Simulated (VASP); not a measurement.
An input for Quantum ESPRESSO's pw.x (written as the equivalent of a VASP run, and not itself run):

```
&CONTROL
  calculation = 'scf'
  pseudo_dir = './pseudo'
  outdir = './out'
  tprnfor = .true.
  tstress = .true.
/
&SYSTEM
  ibrav = 0
  nat = 2
  ntyp = 2
  ecutwfc = 82
  occupations = 'tetrahedra'
  input_dft = 'pbesol'
/
&ELECTRONS
  conv_thr = 7.3e-09
  electron_maxstep = 100
/
ATOMIC_SPECIES
  Pd 106.420 Pd.upf
  S 32.060 S.upf
CELL_PARAMETERS angstrom
     0.0000000    2.6685088    2.6685088
     2.6685088   -0.0000000    2.6685088
     2.6685088    2.6685088    0.0000000
ATOMIC_POSITIONS crystal
  Pd   0.0000000  0.0000000  0.0000000
  S    0.2500000  0.2500000  0.2500000
K_POINTS automatic
  13 13 13 0 0 0
```

Task: Translate this input to VASP (INCAR, KPOINTS, POSCAR, choice of POTCAR).

Result: Several could match; the one computed here: 
File KPOINTS:
```
Automatic mesh
0
Gamma
13 13 13
0 0 0
```

**POSCAR**
```
PdS
3.7738410
  0.0000000000   0.7071068482   0.7071068482
  0.7071068482   0.0000000000   0.7071068482
  0.7071068482   0.7071068482   0.0000000000
Pd S
1 1
Cartesian
  0.0000000000   0.0000000000   0.0000000000
  0.3535534241   0.3535534241   0.3535534241
```

**INCAR**
```
ALGO = Normal
EDIFF = 1E-7
ENCUT = 400
GGA = PS
ISIF = 2
ISMEAR = -5
LASPH = T
LCHARG = T
LMAXMIX = 4
LORBIT = 11
LREAL = F
LWAVE = F
NEDOS = 601
NELM = 100
PREC = Accurate
SYSTEM = PdS
```

POTCAR, in this order: Pd S (PBE.64 set). Program: vasp_std.

The two are equivalent in intent, not identical: the potentials are each code's own (VASP's PAW set, PseudoDojo norm-conserving files in pw.x), so ENCUT and ecutwfc are chosen apart and not converted; conv_thr bounds pw.x's estimated SCF error, while EDIFF bounds the energy change between steps.

The structure was generated: PdS was put into the zinc blende type (F-43m), which need not be its known phase. It was relaxed first, which changed the volume by -15 %.
